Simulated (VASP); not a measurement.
An input for Ansatz (written as the equivalent of a VASP run, and not itself run):

Ansatz 0.2 input:
```yaml
crystal:
  lattice:
    - [6.2408660, 0.0000000, 0.0000000]
    - [0.0000000, 6.2408660, 0.0000000]
    - [0.0000000, 0.0000000, 6.2408660]
  atoms:
    - { symbol: Cs, position: [0.0000000, 0.0000000, 0.0000000] }
    - { symbol: Sn, position: [0.5000000, 0.5000000, 0.5000000] }
    - { symbol: I, position: [0.5000000, 0.0000000, 0.5000000] }
    - { symbol: I, position: [0.0000000, 0.5000000, 0.5000000] }
    - { symbol: I, position: [0.5000000, 0.5000000, 0.0000000] }
kpoints:
  mp_grid: { grid: [4, 4, 4] }
hamiltonian:
  xc: pbe
  pseudopotentials: { kind: paw }
scf:
  occupations: { method: tetrahedron }
  max_iter: 100
output: { forces: true, stress: true, eigenvalues: true }
```

Problem. Write the VASP files for the same calculation (PBE).

Solution. Several could match; the one computed here: 
**KPOINTS**
```
Automatic mesh
0
Gamma
4 4 4
0 0 0
```

### INCAR
```
EDIFF  =  1E-7
ALGO  =  Normal   ! blocked Davidson
LCHARG  =  .TRUE.
ISMEAR  =  -5
LREAL  =  .FALSE.   ! projection in real space or not
LASPH  =  .TRUE.   ! aspherical one-centre terms
GGA  =  PE
LORBIT  =  11
ENCUT  =  520
LWAVE  =  .FALSE.
LMAXMIX  =  4
SYSTEM  =  CsSnI3
ISIF  =  2
NEDOS  =  601   ! DOS grid
LEFG  =  .TRUE.
PREC  =  Accurate
NELM  =  100   ! most electronic steps
```

**POSCAR**
```
CsSnI3
1
    6.2408659768     0.0000000000     0.0000000000
    0.0000000000     6.2408659768     0.0000000000
    0.0000000000     0.0000000000     6.2408659768
Cs Sn I
1 1 3
Direct
  0.0000000000   0.0000000000   0.0000000000
  0.5000000000   0.5000000000   0.5000000000
  0.5000000000   0.0000000000   0.5000000000
  0.0000000000   0.5000000000   0.5000000000
  0.5000000000   0.5000000000   0.0000000000
```

POTCAR, in this order: Cs_sv Sn_d I (PBE.64 set). Program: vasp_std.

The two are equivalent in intent, not identical: each code has its own PAW files, so the cut-off isn't converted (ENCUT is set for VASP's; basis.ecutwfc is left out, and Ansatz then takes the one that its files recommend); Ansatz stops its SCF on the density residual and VASP on the energy change (EDIFF); the field gradients of LEFG aren't asked of the other code.

The compound is CsSnI3 in the cubic perovskite structure, the ideal cubic form; the compound distorts at low or room temperature. It was relaxed first.
